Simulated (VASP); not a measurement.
**XPS shifts in Ta3Ag7**

Wanted: the chemical shifts that photoemission would resolve in Ta3Ag7.

Calculated with VASP 6.6.1; PBEsol; plane waves and PAW (Ta_pv, Ag), in the first sound run; inputs show where later runs differ.

### Step 1. Starting point

The cell holds 20 atoms: 6 Ta and 14 Ag. Its edges and angles: a = 5.869 Å, b = 5.869 Å, c = 22.300 Å, α = 90.0°, β = 90.0°, γ = 90.0°. It derives from Ag. Ta replaces host atoms (three quarters in the top layer, both faces). Regions: layer 1, 4 atoms (1 Ag and 3 Ta); layer 2, 4 atoms (4 Ag); layer 3, 4 atoms (4 Ag); other layers, 8 atoms (5 Ag and 3 Ta). Vacuum lies along c.

### Step 2. Relaxation

The free atoms are relaxed first inside the given cell, which is kept (ISIF = 0), since core levels depend on the positions.

Input file INCAR:

```
SYSTEM = Ta3Ag7
PREC = Normal
ENCUT = 330
EDIFF = 1E-05
NELM = 100
ISMEAR = 0
SIGMA = 0.1
LREAL = Auto
ALGO = Fast
GGA = PS
NBANDS = 136
LASPH = .TRUE.
LWAVE = .FALSE.
LCHARG = .FALSE.
NCORE = 8
IBRION = 2
NSW = 50
ISIF = 0
EDIFFG = -0.05
```

Input file POSCAR:

```
Ta3Ag7
1.0
    5.8689862838      0.0000000000      0.0000000000
    0.0000000000      5.8689862838      0.0000000000
    0.0000000000      0.0000000000     22.3000000000
Ta Ag
6 14
Selective dynamics
Direct
    0.0000000000      0.0000000000      0.6860986550  T T T
    0.5000000000      0.0000000000      0.6860986550  T T T
    0.0000000000      0.5000000000      0.6860986550  T T T
    0.0000000000      0.0000000000      0.3139013450  T T T
    0.5000000000      0.0000000000      0.3139013450  T T T
    0.0000000000      0.5000000000      0.3139013450  T T T
    0.5000000000      0.5000000000      0.6860986550  T T T
    0.2500000000      0.2500000000      0.5930493270  T T T
    0.7500000000      0.2500000000      0.5930493270  T T T
    0.2500000000      0.7500000000      0.5930493270  T T T
    0.7500000000      0.7500000000      0.5930493270  T T T
    0.0000000000      0.0000000000      0.5000000000  F F F
    0.5000000000      0.0000000000      0.5000000000  F F F
    0.0000000000      0.5000000000      0.5000000000  F F F
    0.5000000000      0.5000000000      0.5000000000  F F F
    0.2500000000      0.2500000000      0.4069506730  T T T
    0.7500000000      0.2500000000      0.4069506730  T T T
    0.2500000000      0.7500000000      0.4069506730  T T T
    0.7500000000      0.7500000000      0.4069506730  T T T
    0.5000000000      0.5000000000      0.3139013450  T T T
```

Input file KPOINTS:

```
Automatic mesh
0
Gamma
3 3 1
0 0 0
```

Potentials, in the order of the species: Ta_pv and Ag (PBE family, release 64).

Started as:

```
$ mpirun -np 8 vasp_std
```

The log of the run:

```text
[banner, memory and clock lines left out]
running    8 mpi-ranks, on    1 nodes
 distrk:  each k-point on    8 cores,    1 groups
 distr:  one band on    8 cores,    1 groups

 POSCAR found type information on POSCAR TaAg
 POSCAR found :  2 types and      20 ions
|                                                                             |
|           W    W    AA    RRRRR   N    N  II  N    N   GGGG   !!!           |
|           W    W   A  A   R    R  NN   N  II  NN   N  G    G  !!!           |
|           W    W  A    A  R    R  N N  N  II  N N  N  G       !!!           |
|           W WW W  AAAAAA  RRRRR   N  N N  II  N  N N  G  GGG   !            |
|           WW  WW  A    A  R   R   N   NN  II  N   NN  G    G                |
|           W    W  A    A  R    R  N    N  II  N    N   GGGG   !!!           |
|                                                                             |
|     For optimal performance we recommend to set                             |
|       NCORE = 2 up to number-of-cores-per-socket                            |
|     NCORE specifies how many cores store one orbital (NPAR=cpu/NCORE).      |
|     This setting can greatly improve the performance of VASP for DFT.       |
|     The default, NCORE=1 might be grossly inefficient on modern             |
|     multi-core architectures or massively parallel machines. Do your        |
|     Unfortunately you need to use the default for GW and RPA                |
|     calculations (for HF NCORE is supported but not extensively tested      |
|     yet).                                                                   |
|                                                                             |

|                                                                             |
|               ----> ADVICE to this user running VASP <----                  |
|                                                                             |
|     You enforced a specific xc type in the INCAR file but a different       |
|     [... a line on the potential file left out ...]
|     I HOPE YOU KNOW WHAT YOU ARE DOING!                                     |
|                                                                             |

 LDA part: xc-table for (Slater+PW92), standard interpolation
 POSCAR, INCAR and KPOINTS ok, starting setup
 FFT: planning ... GRIDC
 FFT: planning ... GRID_SOFT
 FFT: planning ... GRID
 WAVECAR not read
 entering main loop
       N       E                     dE             d eps       ncg     rms          rms(c)
DAV:   1     0.122685453764E+04    0.12269E+04   -0.88721E+04   936   0.102E+03
DAV:   2    -0.552044760565E+02   -0.12821E+04   -0.12342E+04   896   0.291E+02
DAV:   3    -0.112738702453E+03   -0.57534E+02   -0.54750E+02   936   0.556E+01
DAV:   4    -0.115066176853E+03   -0.23275E+01   -0.22774E+01  1056   0.962E+00
DAV:   5    -0.115131075866E+03   -0.64899E-01   -0.64560E-01  1048   0.157E+00    0.299E+01
RMM:   6    -0.105175357326E+03    0.99557E+01   -0.31506E+01   821   0.163E+01    0.166E+01
RMM:   7    -0.105279228639E+03   -0.10387E+00   -0.83473E+00   820   0.559E+00    0.746E+00
RMM:   8    -0.104963742073E+03    0.31549E+00   -0.57719E+00   870   0.461E+00    0.760E+00
RMM:   9    -0.103834714642E+03    0.11290E+01   -0.91772E-01   821   0.235E+00    0.211E+00
RMM:  10    -0.103781772425E+03    0.52942E-01   -0.28378E-01   849   0.959E-01    0.709E-01
RMM:  11    -0.103782512363E+03   -0.73994E-03   -0.70330E-02   891   0.440E-01    0.603E-01
RMM:  12    -0.103778096310E+03    0.44161E-02   -0.14185E-02   856   0.253E-01    0.223E-01
RMM:  13    -0.103778148961E+03   -0.52651E-04   -0.45596E-03   903   0.124E-01    0.918E-02
RMM:  14    -0.103778019181E+03    0.12978E-03   -0.10562E-03   950   0.586E-02    0.443E-02
RMM:  15    -0.103777924434E+03    0.94747E-04   -0.36059E-04   870   0.334E-02    0.169E-02
RMM:  16    -0.103777947949E+03   -0.23515E-04   -0.13319E-04   663   0.160E-02    0.126E-02
RMM:  17    -0.103778070568E+03   -0.12262E-03   -0.76558E-05   608   0.122E-02    0.106E-02
RMM:  18    -0.103778241939E+03   -0.17137E-03   -0.27874E-05   562   0.756E-03    0.601E-03
RMM:  19    -0.103778405142E+03   -0.16320E-03   -0.18930E-05   529   0.649E-03    0.536E-03
RMM:  20    -0.103778534270E+03   -0.12913E-03   -0.10011E-05   503   0.518E-03    0.278E-03
RMM:  21    -0.103778574787E+03   -0.40517E-04   -0.23674E-06   322   0.287E-03    0.208E-03
RMM:  22    -0.103778603533E+03   -0.28745E-04   -0.20769E-06   287   0.233E-03    0.107E-03
RMM:  23    -0.103778607280E+03   -0.37469E-05   -0.48531E-07   183   0.171E-03
   1 F= -.10377861E+03 E0= -.10372838E+03  d E =-.103779E+03
 curvature:   0.00 expect dE= 0.000E+00 dE for cont linesearch  0.000E+00
 trial: gam= 0.00000 g(F)=  0.824E-01 g(S)=  0.000E+00 ort = 0.000E+00 (trialstep = 0.100E+01)
 search vector abs. value=  0.824E-01
 bond charge predicted
       N       E                     dE             d eps       ncg     rms          rms(c)
DAV:   1    -0.103743876614E+03    0.34727E-01   -0.14151E+01   848   0.104E+01    0.614E-01
RMM:   2    -0.103834586567E+03   -0.90710E-01   -0.98164E-01   824   0.267E+00    0.366E-01
RMM:   3    -0.103849517259E+03   -0.14931E-01   -0.13407E-01   847   0.938E-01    0.292E-01
RMM:   4    -0.103850964827E+03   -0.14476E-02   -0.23820E-02   853   0.390E-01    0.257E-01
RMM:   5    -0.103850558527E+03    0.40630E-03   -0.61321E-03   830   0.212E-01    0.135E-01
RMM:   6    -0.103850969565E+03   -0.41104E-03   -0.15604E-03   841   0.101E-01    0.609E-02
RMM:   7    -0.103850994291E+03   -0.24726E-04   -0.42395E-04   818   0.488E-02    0.414E-02
RMM:   8    -0.103850979884E+03    0.14407E-04   -0.11077E-04   642   0.263E-02    0.180E-02
RMM:   9    -0.103850987498E+03   -0.76139E-05   -0.37550E-05   588   0.152E-02
   2 F= -.10385099E+03 E0= -.10380170E+03  d E =-.723802E-01
[... from here on, the cycles between the ionic steps are left out ...]
   3 F= -.10393582E+03 E0= -.10388707E+03  d E =-.157212E+00
   4 F= -.10393823E+03 E0= -.10388922E+03  d E =-.159618E+00
   5 F= -.10399546E+03 E0= -.10394718E+03  d E =-.572383E-01
   6 F= -.10409779E+03 E0= -.10404913E+03  d E =-.159565E+00
   7 F= -.10410538E+03 E0= -.10405566E+03  d E =-.167152E+00
   8 F= -.10414133E+03 E0= -.10408928E+03  d E =-.359531E-01
   9 F= -.10414638E+03 E0= -.10409314E+03  d E =-.410035E-01
  10 F= -.10414647E+03 E0= -.10409343E+03  d E =-.410976E-01
  11 F= -.10414653E+03 E0= -.10409341E+03  d E =-.411488E-01
  12 F= -.10415350E+03 E0= -.10410036E+03  d E =-.697753E-02
  13 F= -.10415542E+03 E0= -.10410223E+03  d E =-.889252E-02
  14 F= -.10415910E+03 E0= -.10410627E+03  d E =-.368602E-02
 trial-energy change:   -0.003686  1 .order   -0.003538   -0.004713   -0.002363
 step:   3.2468(harm=  4.0103)  dis= 0.02096  next Energy=  -104.159878 (dE=-0.446E-02)
 bond charge predicted
       N       E                     dE             d eps       ncg     rms          rms(c)
DAV:   1    -0.104156122835E+03    0.29886E-02   -0.14352E+00   816   0.320E+00    0.120E-01
RMM:   2    -0.104159535769E+03   -0.34129E-02   -0.37182E-02   828   0.617E-01    0.775E-02
RMM:   3    -0.104160062298E+03   -0.52653E-03   -0.53461E-03   845   0.228E-01    0.610E-02
RMM:   4    -0.104160094277E+03   -0.31979E-04   -0.82778E-04   843   0.884E-02    0.479E-02
RMM:   5    -0.104160090371E+03    0.39062E-05   -0.27295E-04   790   0.499E-02    0.229E-02
RMM:   6    -0.104160092818E+03   -0.24465E-05   -0.67323E-05   663   0.239E-02
  15 F= -.10416009E+03 E0= -.10410750E+03  d E =-.467414E-02
 curvature:  -2.69 expect dE=-0.639E-03 dE for cont linesearch -0.294E-04
 trial: gam=-0.01178 g(F)=  0.238E-03 g(S)=  0.000E+00 ort = 0.201E-03 (trialstep = 0.225E+01)
 search vector abs. value=  0.234E-03
 reached required accuracy - stopping structural energy minimisation
```

Wall time 1.8 min (8 MPI ranks of AMD EPYC 9R45, shared host); peak memory 0.99 GiB.

The logs omit lines about the potential files and the build; timing stands in the text.

OUTCAR, selected parts (step 2):

```text
ion  position               nearest neighbor table
   1  0.000  0.000  0.686-   2 2.93   3 2.93   3 2.93   2 2.93  10 2.93  11 2.93   8 2.93   9 2.93

  LATTYP: Found a simple tetragonal cell.
 ALAT       =     5.8689862838
 C/A-ratio  =     3.7996340291

 Subroutine GETGRP returns: Found 16 space group operations
 (whereof 16 operations were pure point group operations)

The static configuration has the point symmetry D_4h.

 Found      3 irreducible k-points:

   k-points           NKPTS =      3   k-points in BZ     NKDIM =      3   number of bands    NBANDS=    136

   dimension x,y,z NGX =    28 NGY =   28 NGZ =  100
   dimension x,y,z NGXF=    56 NGYF=   56 NGZF=  200

   ENCUT  =  330.0 eV  24.25 Ry    4.92 a.u.   8.69  8.69 33.03*2*pi/ulx,y,z

   NELECT =     220.0000    total number of electrons

 k-points in reciprocal lattice and weights: Automatic mesh
   0.00000000  0.00000000  0.00000000       0.111
   0.33333333  0.00000000  0.00000000       0.444
   0.33333333  0.33333333  0.00000000       0.444

 average (electrostatic) potential at core
       1 -41.6113       2 -42.1812       3 -42.1812       4 -41.6113       5 -42.1812
       6 -42.1812       7 -78.1551       8 -78.2816       9 -78.2816      10 -78.2816
      11 -78.2816      12 -77.7688      13 -77.8851      14 -77.8851      15 -77.8853
      16 -78.2816      17 -78.2816      18 -78.2816      19 -78.2816      20 -78.1551

 E-fermi :   1.1121

 k-point     1 :       0.0000    0.0000    0.0000
  band No.  band energies     occupation
    ...
    105       0.3614      2.00000
    106       0.3614      2.00000
    107       0.5204      2.00000
    108       0.5606      2.00000
    109       1.1093      1.03186
    110       1.1795      0.34081
    111       1.1795      0.34081
    112       1.2270      0.10431
    113       1.2270      0.10431
    114       1.5788      0.00000
    ...

 k-point     2 :       0.3333    0.0000    0.0000
  band No.  band energies     occupation
    ...
    107       0.8625      1.99958
    108       0.8703      1.99937
    109       0.8945      1.99791
    110       0.9455      1.98156
    111       1.1527      0.56582
    112       1.2110      0.16190
    113       1.2625      0.03350
    114       1.5115      0.00000
    115       1.5402      0.00000
    116       1.6400      0.00000
    ...

 k-point     3 :       0.3333    0.3333    0.0000
  band No.  band energies     occupation
    ...
    107       0.6516      2.00000
    108       0.7818      2.00000
    109       0.8898      1.99834
    110       1.1173      0.94138
    111       1.1298      0.80232
    112       1.2590      0.03777
    113       1.4160      0.00002
    114       1.4676      0.00000
    115       1.7702      0.00000
    116       1.8348      0.00000
    ...

  energy-cutoff  :      330.00
  volume of cell :      768.12
      direct lattice vectors                 reciprocal lattice vectors
     5.868986284  0.000000000  0.000000000     0.170387176  0.000000000  0.000000000
     0.000000000  5.868986284  0.000000000     0.000000000  0.170387176  0.000000000
     0.000000000  0.000000000 22.300000000     0.000000000  0.000000000  0.044843049

 POSITION                                       TOTAL-FORCE (eV/Angst)
 -----------------------------------------------------------------------------------
      0.00000      0.00000     15.04006         0.000000      0.000000     -0.003855
      2.93449      0.00000     15.06513         0.000000      0.000000     -0.018199
      0.00000      2.93449     15.06513         0.000000      0.000000     -0.018199
      0.00000      0.00000      7.25994        -0.000000      0.000000      0.003855
      2.93449      0.00000      7.23487        -0.000000      0.000000      0.018199
      0.00000      2.93449      7.23487        -0.000000      0.000000      0.018199
      2.93449      2.93449     15.16315         0.000000      0.000000     -0.039782
      1.48303      1.48303     13.10879         0.004744      0.004744     -0.002520
      4.38596      1.48303     13.10879        -0.004744      0.004744     -0.002520
      1.48303      4.38596     13.10879         0.004744     -0.004744     -0.002520
      4.38596      4.38596     13.10879        -0.004744     -0.004744     -0.002520
      0.00000      0.00000     11.15000         0.000000      0.000000     -0.000000
      2.93449      0.00000     11.15000         0.000000      0.000000     -0.000000
      0.00000      2.93449     11.15000         0.000000      0.000000     -0.000000
      2.93449      2.93449     11.15000         0.000000      0.000000     -0.000000
      1.48303      1.48303      9.19121         0.004744      0.004744      0.002520
      4.38596      1.48303      9.19121        -0.004744      0.004744      0.002520
      1.48303      4.38596      9.19121         0.004744     -0.004744      0.002520
      4.38596      4.38596      9.19121        -0.004744     -0.004744      0.002520
      2.93449      2.93449      7.13685        -0.000000      0.000000      0.039782
 -----------------------------------------------------------------------------------
    total drift:                                0.000000      0.000000      0.000000

  FREE ENERGIE OF THE ION-ELECTRON SYSTEM (eV)
  ---------------------------------------------------
  free  energy   TOTEN  =      -104.1600928176 eV

  energy  without entropy=     -104.0549122931  energy(sigma->0) =     -104.10750256

 reached required accuracy - stopping structural energy minimisation
```

The PAW data sets were made with PBE, which is usual practice but a small mismatch for other functionals. The run keeps the 16 symmetry operations of its start, so it cannot find a distortion of lower symmetry.

The steps of the relaxation:

```tsv
step	energy less that of the first step (eV)	largest force (eV/Å)
1	0.0000	0.5917
2	-0.0724	0.4363
3	-0.1572	0.2498
4	-0.1596	0.3082
5	-0.2169	0.2810
6	-0.3192	0.2545
7	-0.3268	0.3670
8	-0.3627	0.1602
9	-0.3678	0.1030
10	-0.3679	0.1293
11	-0.3679	0.1310
12	-0.3749	0.0903
13	-0.3768	0.0871
14	-0.3805	0.0721
15	-0.3815	0.0398
```

The atoms that moved most (Å):

```tsv
atom	dx	dy	dz	length
Ta1	0.000	0.000	-0.260	0.260
Ta4	0.000	0.000	0.260	0.260
Ta5	0.000	0.000	0.235	0.235
Ta6	0.000	0.000	0.235	0.235
Ta2	0.000	0.000	-0.235	0.235
Ta3	0.000	0.000	-0.235	0.235
Ag20	0.000	0.000	0.137	0.137
Ag7	0.000	0.000	-0.137	0.137
```

Final coordinates:

```xyz
20
Lattice="5.8690 0.0000 0.0000 0.0000 5.8690 0.0000 0.0000 0.0000 22.3000" Properties=species:S:1:pos:R:3
Ta    0.0000    0.0000   15.0401
Ta    2.9345    0.0000   15.0651
Ta    0.0000    2.9345   15.0651
Ta    0.0000    0.0000    7.2599
Ta    2.9345    0.0000    7.2349
Ta    0.0000    2.9345    7.2349
Ag    2.9345    2.9345   15.1631
Ag    1.4830    1.4830   13.1088
Ag    4.3860    1.4830   13.1088
Ag    1.4830    4.3860   13.1088
Ag    4.3860    4.3860   13.1088
Ag    0.0000    0.0000   11.1500
Ag    2.9345    0.0000   11.1500
Ag    0.0000    2.9345   11.1500
Ag    2.9345    2.9345   11.1500
Ag    1.4830    1.4830    9.1912
Ag    4.3860    1.4830    9.1912
Ag    1.4830    4.3860    9.1912
Ag    4.3860    4.3860    9.1912
Ag    2.9345    2.9345    7.1369
```

Numbers from this step:

| Item | Value |
| --- | --- |
| free energy (TOTEN) | -104.1601 eV |
| energy at zero smearing | -104.1075 eV |
| Fermi energy | 1.112 eV |

The forces on the free atoms are under 0.05 eV/Å.

[end of part 1 of 4]

[Lines on the potential files, build, host, timing and source positions are cut from VASP's logs without a mark.]

[Logs are printed without paths, hosts, clocks, repeated set-up lines and the standing remarks that a program may print on its own settings, such as how far it seeks lower states.]

[Hosts, paths, dates, database ids (printed as entryN), source tags and the programs' standing remarks are cut or masked in the printed files.]
